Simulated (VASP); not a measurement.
Consider the following.

```
HgTe
1.0
    0.00000     3.28910     3.28910
    3.28910     0.00000     3.28910
    3.28910     3.28910     0.00000
Hg Te
1 1
Cartesian
  0.00000   0.00000   0.00000
  4.93364   4.93364   4.93364
```

Computed with r2SCAN meta-GGA, VASP's PBE PAW potentials (set 64) (plane waves; VASP 6.6.1). Numerical set-up: 480 eV cut-off, 9×9×9 Γ-centred mesh, first-order Methfessel-Paxton smearing of 0.10 eV, potentials Hg Te.

Unless said otherwise, spin-orbit coupling is left out, though it shifts the bands of the heavy elements here.

Q: Estimate the energy per atom (σ→0), band gap (on the k-mesh) with the smallest direct gap where there is one.

A: 
```
Property                                                    Result
------------------------  ----------------------------------------
band gap (on the k-mesh)  none (metal, semimetal or under 0.01 eV)
energy per atom (σ→0)                              -37.582 eV/atom
```

The compound is HgTe in the zinc blende structure. It was relaxed first, which changed the volume by +6 %. The start is the result of an earlier pass.
